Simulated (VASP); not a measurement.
Cd2S:

```
Cd S
1.0
     3.96267    0.00000    0.00000
    -1.98134    3.43177    0.00000
     0.00000    0.00000    5.80919
Cd S
2 1
Direct
  0.33333 0.66667 0.93272
  0.66667 0.33333 0.57873
  0.33333 0.66667 0.36571
```

The cell comes from a database or a generator and needn't be the stable form of this composition.

| Item | Value |
| --- | --- |
| Program | VASP 6.6.1 |
| Task | single point |
| Functional | PBEsol |
| Potentials or basis | VASP PAW PBE potentials, release 64 (Cd, S) |
| Cutoff | 520 eV |
| k mesh | 8 × 8 × 5 |
| Occupations | fermi-dirac, width 0.05 eV |
| Spin | no spin polarisation |

On this cell: pressure -2.7 GPa; largest force 0.119 eV/Å; band gap on the k mesh 0.22 eV, indirect (least direct gap 0.56 eV).

The same run follows on a disturbed copy (atoms moved at random, drawn with an rms of 0.05 Å):

```
Cd S
1.0
     3.96267    0.00000    0.00000
    -1.98134    3.43177    0.00000
     0.00000    0.00000    5.80919
Cd S
2 1
Direct
  0.32600 0.65881 0.93410
  0.68459 0.35091 0.57211
  0.31890 0.65703 0.35867
```

Q: What does the disturbed cell give?

A: The energy moves by +11.0 meV/atom; pressure -2.3 GPa; largest force 0.525 eV/Å; band gap on the k mesh 0.13 eV, indirect (least direct gap 0.46 eV).

Forces on the atoms (eV/Å):
```
Cd   0.009 -0.001 -0.290
Cd  -0.337 -0.308  0.021
S    0.328  0.309  0.269
```

Stress tensor (GPa, compression positive):
```
-1.77  0.66 -0.59
 0.66 -3.10 -0.56
-0.59 -0.56 -2.01
```

Caveats: the PAW data sets were made with another functional, which shifts forces and pressure a little; an odd mesh through Γ misses points on the zone boundary, where band edges often lie.
